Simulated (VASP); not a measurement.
Elastic constants (GPa) of a crystal from VASP with LDA (Ceperley-Alder, Perdew-Zunger), VASP's LDA PAW potentials (set 64):

```csv
,xx,yy,zz,yz,xz,xy
xx,228.6,24.8,24.8,0.0,0.0,0.0
yy,24.8,228.6,24.8,0.0,0.0,0.0
zz,24.8,24.8,228.6,0.0,0.0,0.0
yz,0.0,0.0,0.0,67.8,0.0,0.0
xz,0.0,0.0,0.0,0.0,67.8,0.0
xy,0.0,0.0,0.0,0.0,0.0,67.8
```

Problem. Work out the Voigt, Reuss and Hill moduli, Young's modulus and Poisson's ratio.

Solution. All eigenvalues are positive (smallest 67.8 GPa), so the crystal is stable. K_V = (C11+C22+C33+2(C12+C13+C23))/9 = (685.8 + 2×74.4)/9 = 92.7 GPa; G_V = (685.8 − 74.4 + 3×203.4)/15 = 81.4 GPa. From the compliances, K_R = 92.7 GPa and G_R = 78.3 GPa. Hill: K = 92.7 GPa, G = 79.9 GPa, E = 9KG/(3K+G) = 186.1 GPa, ν = (3K−2G)/(2(3K+G)) = 0.165. K/G = 1.16, below Pugh's 1.75; universal anisotropy A^U = 0.20.

Problem. With a density of 2.18 g/cm³, what are the mean sound speeds?

Solution. v_l = √((K+4G/3)/ρ) = 9.56 km/s and v_t = √(G/ρ) = 6.05 km/s. The crystal is Li$_{2}$O (antifluorite), cubic.

The compound is Li2O in the antifluorite structure. It was relaxed first, which changed the volume by -8 %.
